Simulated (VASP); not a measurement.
# MnHg (P4/mmm) in VASP: optical spectrum with PBE+TS+U

Aim: the optical spectrum of MnHg with PBE+TS+U.

Program: VASP 6.6.1. These are calculated values, not measurements. Logs are shortened: lines on timing, memory, paths and dates and some standing lists are left out, and cuts for length are marked.

## Step 1: The crystal as given

The structure is tetragonal, space group P4/mmm (No. 123). The conventional cell has a = 3.288 Å, b = 3.288 Å, c = 3.313 Å, α = 90.00°, β = 90.00°, γ = 90.00°. Hg (site symmetry 4/mmm) is surrounded by 8 Mn at 2.85 Å. Mn (site symmetry 4/mmm) has 8 Hg at 2.85 Å as nearest neighbours.

## Step 2: Optical spectrum, PBE+TS+U, collinear spin, antiferromagnetic start

Contents of INCAR:

```
PREC = Accurate
ENCUT = 520
EDIFF = 1E-6
ISMEAR = 1
SIGMA = 0.2
LREAL = F
LASPH = T
NELM = 120
ALGO = Fast
ISIF = 2
LWAVE = F
LCHARG = F
ISPIN = 2
MAGMOM = 0 0 4 -4
LORBIT = 11
LMAXMIX = 4
LDAU = T
LDAUTYPE = 2
LDAUL = -1 2
LDAUU = 0 3.5
LDAUJ = 0 0
LDAUPRINT = 1
GGA = PE
IVDW = 2
LOPTICS = T
NBANDS = 49
NEDOS = 1000
CSHIFT = 0.1
```

Contents of KPOINTS:

```
Automatic mesh
0
Gamma
  6 6 8
```

Contents of POSCAR:

```
MnHg
1.0
    3.2880000000      3.2880000000      0.0000000000
   -3.2880000000      3.2880000000      0.0000000000
    0.0000000000      0.0000000000      3.3130000000
Hg Mn
2 2
Direct
    0.0000000000      0.0000000000      0.0000000000
    0.5000000000      0.5000000000      0.0000000000
    0.5000000000      0.0000000000      0.5000000000
    0.0000000000      0.5000000000      0.5000000000
```

Potentials or basis: VASP PAW PBE potentials, release 64 (Hg, Mn_pv).

The run is started by

```
$ cat potpaw_PBE.64/Hg/POTCAR potpaw_PBE.64/Mn_pv/POTCAR > POTCAR
$ mpirun -np 1 vasp_std > vasp.out
```

OUTCAR:

```text
PREC = Accurate
   ENCUT = 520
   EDIFF = 1E-6
   ISMEAR = 1
   LREAL = F
   LASPH = T
   NELM = 120
   ISIF = 2
   ISPIN = 2
   LORBIT = 11
   GGA = PE
   IVDW = 2
  IVDW =   2

 ion  position               nearest neighbor table
   1  0.000  0.000  0.000-   3 2.85   4 2.85   3 2.85   4 2.85   4 2.85   4 2.85   3 2.85   3 2.85
                             2 3.29   2 3.29   2 3.29   2 3.29
   2  0.500  0.500  0.000-   3 2.85   4 2.85   3 2.85   4 2.85   3 2.85   3 2.85   4 2.85   4 2.85
                             1 3.29   1 3.29   1 3.29   1 3.29
   3  0.500  0.000  0.500-   1 2.85   2 2.85   1 2.85   2 2.85   2 2.85   2 2.85   1 2.85   1 2.85

   4  0.000  0.500  0.500-   1 2.85   2 2.85   1 2.85   2 2.85   1 2.85   1 2.85   2 2.85   2 2.85

  LATTYP: Found a simple tetragonal cell.
 ALAT       =     4.6499341931
 C/A-ratio  =     0.7124832014

  Lattice vectors:

 A1 = (   3.2880000000,   3.2880000000,   0.0000000000)
 A2 = (  -3.2880000000,   3.2880000000,   0.0000000000)
 A3 = (   0.0000000000,   0.0000000000,   3.3130000000)

Analysis of symmetry for initial positions (statically):
=====================================================================
 Subroutine PRICEL returns following result:

  LATTYP: Found a simple tetragonal cell.
 ALAT       =     3.2880000000
 C/A-ratio  =     1.0076034063
[... 12 lines left out ...]
 Subroutine GETGRP returns: Found 16 space group operations
 (whereof 16 operations were pure point group operations)
 out of a pool of 16 trial point group operations.

The static configuration has the point symmetry D_4h.

Analysis of symmetry for dynamics (positions and initial velocities):
=====================================================================
 Subroutine PRICEL returns following result:

  LATTYP: Found a simple tetragonal cell.
 ALAT       =     3.2880000000
 C/A-ratio  =     1.0076034063
[... 12 lines left out ...]
 Subroutine GETGRP returns: Found 16 space group operations
 (whereof 16 operations were pure point group operations)
 out of a pool of 16 trial point group operations.

The dynamic configuration has the point symmetry D_4h.

Analysis of structural, dynamic, and magnetic symmetry:
=====================================================================
 Subroutine PRICEL returns following result:

  LATTYP: Found a simple tetragonal cell.
 ALAT       =     3.2880000000
 C/A-ratio  =     1.0076034063
[... 12 lines left out ...]
 Subroutine GETGRP returns: Found 16 space group operations
 (whereof 16 operations were pure point group operations)
 out of a pool of 16 trial point group operations.

The overall configuration has the point symmetry D_4h.

 Subroutine INISYM returns: Found 16 space group operations
 (whereof 16 operations are pure point group operations),
 and found     2 'primitive' translations

----------------------------------------------------------------------------------------

                                     Primitive cell

  volume of cell :      35.8167

  direct lattice vectors                    reciprocal lattice vectors
     3.288000000  0.000000000  0.000000000     0.304136253  0.000000000  0.000000000
     0.000000000  3.288000000  0.000000000     0.000000000  0.304136253  0.000000000
     0.000000000  0.000000000  3.313000000     0.000000000  0.000000000  0.301841232

  length of vectors
[... 205 lines left out ...]
 E-fermi :   6.0879     XC(G=0): -11.7613

 val. band max:        6.0849072400   @ k =   0.1667   0.1667   0.2500
 cond. band min:       6.1265145724   @ k =   0.3333   0.0000   0.3750
 fundamental gap:      0.0416073325
 Fermi energy:         6.0878840625

 spin component 1

 k-point     1 :       0.0000    0.0000    0.0000
  band No.  band energies     occupation
      1     -44.9409      1.00000
      2     -44.9409      1.00000
      3     -44.8767      1.00000
      4     -40.3375      1.00000
      5     -40.3375      1.00000
      6     -40.2947      1.00000
[... 1913 lines left out ...]
     36      16.2691      0.00000
     37      16.2770      0.00000

 [... further k-points ...]

 [bands above 37 left out]

------------------------ aborting loop because EDIFF is reached ----------------------------------------

  Hirshfeld charges:
            ion         q(e)
   ------------------------------
      1     Hg      -0.07489365
      2     Hg      -0.07489365
      3     Mn       0.07489365
      4     Mn       0.07489365

  Tkatchenko/Scheffler method for vdW energy calculation

  Number of pair interactions contributing to vdW energy:   73304

  Edisp (eV):   -2.02753

  FORCE on cell =-STRESS in cart. coord.  units (eV):
  Direction    XX          YY          ZZ          XY          YZ          ZX
  --------------------------------------------------------------------------------------
  -------------------------------------------------------------------------------------
  Total       1.70737     1.70737     1.45731     0.00000     0.00000    -0.00000
  in kB      38.18776    38.18776    32.59476     0.00000     0.00000    -0.00000
  external pressure =       36.32 kB  Pullay stress =        0.00 kB

 VOLUME and BASIS-vectors are now :
 -----------------------------------------------------------------------------
  energy-cutoff  :      520.00
  volume of cell :       71.63
      direct lattice vectors                 reciprocal lattice vectors
     3.288000000  3.288000000  0.000000000     0.152068127  0.152068127  0.000000000
    -3.288000000  3.288000000  0.000000000    -0.152068127  0.152068127  0.000000000
     0.000000000  0.000000000  3.313000000     0.000000000  0.000000000  0.301841232

 POSITION                                       TOTAL-FORCE (eV/Angst)
 -----------------------------------------------------------------------------------
      0.00000      0.00000      0.00000        -0.000000      0.000000      0.000000
      0.00000      3.28800      0.00000         0.000000      0.000000      0.000000
      1.64400      1.64400      1.65650         0.000000      0.000000      0.000000
     -1.64400      1.64400      1.65650         0.000000     -0.000000     -0.000000
 -----------------------------------------------------------------------------------
    total drift:                               -0.000000      0.000000      0.000000

  FREE ENERGIE OF THE ION-ELECTRON SYSTEM (eV)
  ---------------------------------------------------
  free  energy   TOTEN  =       -15.8934419188 eV

  energy  without entropy=      -15.8865650537  energy(sigma->0) =      -15.89114963

 electrical conductivity sigma (Mega S m-1) (frequency dependency in vasprun.xml)
  --------------------------------------------------------------------------------------
       0.135       0.000       0.000
       0.000       0.135       0.000
       0.000       0.000       0.214

  frequency dependent IMAGINARY DIELECTRIC FUNCTION (independent particle, no local field effects) density-density
     E(ev)      X         Y         Z        XY        YZ        ZX
  --------------------------------------------------------------------------------------------------------------
     0.00000     0.00000     0.00000     0.00000     0.00000     0.00000     0.00000
     0.90277    13.66282    13.66282     6.95932    -0.00000     0.00000    -0.00000
     1.80555    15.61047    15.61047    10.45135    -0.00000     0.00000     0.00000
     2.70832    11.79348    11.79348    11.95362    -0.00000     0.00000     0.00000
     3.61110     9.63180     9.63180    10.67883    -0.00000     0.00000     0.00000
     4.51387     7.69119     7.69119     7.41402    -0.00000    -0.00000    -0.00000
[... 92 lines left out ...]
    88.47193     0.00016     0.00016     0.00015     0.00000    -0.00000     0.00000
    89.37470     0.00016     0.00016     0.00015     0.00000    -0.00000     0.00000

  frequency dependent      REAL DIELECTRIC FUNCTION (independent particle, no local field effects) density-density
     E(ev)        X           Y           Z          XY          YZ          ZX
  --------------------------------------------------------------------------------------------------------------
     0.00000   226.62126   226.62126   242.55750    -0.00000     0.00000     0.00000
     0.90277    -7.51153    -7.51153     4.33141    -0.00000     0.00000    -0.00000
     1.80555     4.07908     4.07908     4.83457    -0.00000    -0.00000     0.00000
     2.70832     2.65927     2.65927     4.84380    -0.00000    -0.00000    -0.00000
     3.61110    -0.29461    -0.29461     4.72106    -0.00000    -0.00000    -0.00000
     4.51387    -1.43341    -1.43341     0.47900    -0.00000    -0.00000    -0.00000
[... 92 lines left out ...]
    88.47193     0.93832     0.93832     0.94125     0.00000     0.00000    -0.00000
    89.37470     0.93975     0.93975     0.94262     0.00000     0.00000    -0.00000

  frequency dependent IMAGINARY DIELECTRIC FUNCTION (independent particle, no local field effects) current-current
     E(ev)      X         Y         Z        XY        YZ        ZX
  --------------------------------------------------------------------------------------------------------------
     0.00000   411.58587   411.58587   114.28950    -0.00000     0.00000     0.00000
     0.90277    12.09247    12.09247     7.21215    -0.00000     0.00000     0.00000
     1.80555    16.04203    16.04203    10.74031    -0.00000    -0.00000     0.00000
     2.70832    11.86090    11.86090    12.21132    -0.00000    -0.00000     0.00000
     3.61110     9.58851     9.58851    11.04482    -0.00000     0.00000     0.00000
     4.51387     7.56398     7.56398     7.39444    -0.00000     0.00000     0.00000
[... 92 lines left out ...]
    88.47193     0.00002     0.00002     0.00002     0.00000    -0.00000     0.00000
    89.37470     0.00002     0.00002     0.00002     0.00000    -0.00000     0.00000

  frequency dependent      REAL DIELECTRIC FUNCTION (independent particle, no local field effects) current-current
     E(ev)        X           Y           Z          XY          YZ          ZX
  --------------------------------------------------------------------------------------------------------------
     0.00000    66.50686    66.50686   -25.81568     0.00000     0.00000    -0.00000
     0.90277    -6.68341    -6.68341     9.89658     0.00000    -0.00000    -0.00000
     1.80555     3.10591     3.10591     5.48166     0.00000     0.00000     0.00000
     2.70832     2.16759     2.16759     4.55123     0.00000     0.00000     0.00000
     3.61110    -0.68543    -0.68543     4.55240     0.00000     0.00000     0.00000
     4.51387    -1.65495    -1.65495     0.43441     0.00000    -0.00000     0.00000
[... 92 lines left out ...]
    88.47193     0.93865     0.93865     0.94200    -0.00000    -0.00000    -0.00000
    89.37470     0.94008     0.94008     0.94335    -0.00000    -0.00000    -0.00000

 total charge

# of ion       s       p       d       tot
------------------------------------------
    1        0.871   0.533   9.250  10.655
    2        0.871   0.533   9.250  10.655
    3        0.273   6.199   4.905  11.377
    4        0.273   6.199   4.905  11.377
--------------------------------------------------
tot          2.289  13.464  28.311  44.063

 magnetization (x)

# of ion       s       p       d       tot
------------------------------------------
    1        0.000   0.000   0.000   0.000
    2        0.000   0.000   0.000   0.000
    3        0.039   0.029   4.271   4.338
    4       -0.039  -0.029  -4.271  -4.338
--------------------------------------------------
tot          0.000   0.000   0.000   0.000
```

Run time: 6.8 min. Hardware: 1 thread of Intel Xeon Platinum 8375C at 2.90GHz (Ice Lake), shared host; peak memory 0.7 GiB.

What came out:

* Free energy: -15.8934 eV
* Pressure: 3.6 GPa
* Band gap on the k mesh: none (metal or under the smearing width)
* Net moment: 0.00 μB per cell
* Site moments: Hg +0.00; Mn +4.34, -4.34 μB
* Valence electrons inside the program's atomic spheres: Hg 10.65; Mn 11.38
* Hirshfeld charges: Hg -0.07; Mn +0.07 e
* Dispersion energy per atom: -0.507 eV

Levels at points of the mesh, in eV from the Fermi level:
Spin up:
| k point | band 23 | band 24 | band 25 | band 26 | band 27 | band 28 |
| --- | --- | --- | --- | --- | --- | --- |
| (0.00, 0.00, 0.00) | -1.94 | -1.94 | -1.83 | 1.07 | 2.16 | 2.44 |
| (0.50, 0.00, 0.00) | -4.14 | -0.20 | -0.10 | 1.41 | 1.43 | 1.68 |
| (0.50, 0.50, 0.00) | -4.70 | -4.68 | -3.49 | 1.38 | 1.49 | 1.79 |
| (0.00, 0.00, 0.50) | -3.59 | -0.20 | -0.20 | 0.18 | 0.22 | 2.00 |
| (0.50, 0.00, 0.50) | -2.70 | -2.51 | -1.68 | 0.36 | 1.67 | 2.25 |
| (0.50, 0.50, 0.50) | -2.01 | -2.01 | -1.89 | -1.89 | -1.84 | 1.10 |
Spin down:
| k point | band 23 | band 24 | band 25 | band 26 | band 27 | band 28 |
| --- | --- | --- | --- | --- | --- | --- |
| (0.00, 0.00, 0.00) | -1.94 | -1.94 | -1.83 | 1.07 | 2.16 | 2.44 |
| (0.50, 0.00, 0.00) | -4.14 | -0.20 | -0.10 | 1.41 | 1.43 | 1.68 |
| (0.50, 0.50, 0.00) | -4.70 | -4.68 | -3.49 | 1.38 | 1.49 | 1.79 |
| (0.00, 0.00, 0.50) | -3.59 | -0.20 | -0.20 | 0.18 | 0.22 | 2.00 |
| (0.50, 0.00, 0.50) | -2.70 | -2.51 | -1.68 | 0.36 | 1.67 | 2.25 |
| (0.50, 0.50, 0.50) | -2.01 | -2.01 | -1.89 | -1.89 | -1.84 | 1.10 |

Dielectric function (mean over the directions given):
```csv
energy (eV),real part,imaginary part
0.27,44.34,132.88
0.90,-3.56,11.43
1.62,4.96,14.26
2.26,2.41,10.10
2.98,2.15,11.61
3.61,1.38,9.98
4.33,-0.09,7.54
4.97,-1.64,7.00
5.69,-2.19,3.40
6.32,-0.88,2.65
7.04,-0.77,2.46
7.67,-0.01,2.18
8.40,0.44,1.99
9.03,-0.02,2.34
9.75,-0.28,1.86
10.38,-0.16,1.48
11.10,0.12,1.31
11.74,0.25,1.31
12.46,0.25,1.28
13.09,0.43,1.12
13.81,0.27,1.27
14.44,0.53,0.94
15.17,0.57,0.94
15.80,0.66,1.08
16.52,0.55,1.07
17.15,0.58,1.05
17.87,0.63,1.03
18.51,0.46,0.99
19.23,0.48,1.10
19.95,0.33,0.99
```

Eigenvalues of the final occupation matrices:
```
    site  spin  trace               eigenvalues
site 3 d     1   4.60  0.92 0.92 0.92 0.92 0.92
site 3 d     2   0.32  0.04 0.04 0.07 0.09 0.09
site 4 d     1   0.32  0.04 0.04 0.07 0.09 0.09
site 4 d     2   4.60  0.92 0.92 0.92 0.92 0.92
```

Caveat: atom-pairwise D2, TS and ULG terms overbind metals; spectra need much finer meshes, so this one isn't converged; independent-particle spectra lack excitons; the intraband (Drude) part of a metal's response may be missing; pairwise dispersion overbinds metals, which lowers pressure and volume; the U is typed as a test and isn't derived for this compound.

## Step 3: For comparison

An earlier run on the cell as given: functional PBE; potentials or basis VASP PAW PBE potentials, release 64 (Hg, Mn_pv); cutoff 520 eV; k mesh 8 × 8 × 8; occupations fermi-dirac, width 0.05 eV; collinear spin, ferromagnetic start; starting moments [0.0, 4.0] μB.

* Pressure: 2.5 GPa
* Band gap on the k mesh: none (metal or under the smearing width)
* Net moment: 3.88 μB per cell
* Site moments: Hg -0.06; Mn +3.80 μB
* Valence electrons inside the program's atomic spheres: Hg 10.61; Mn 11.42
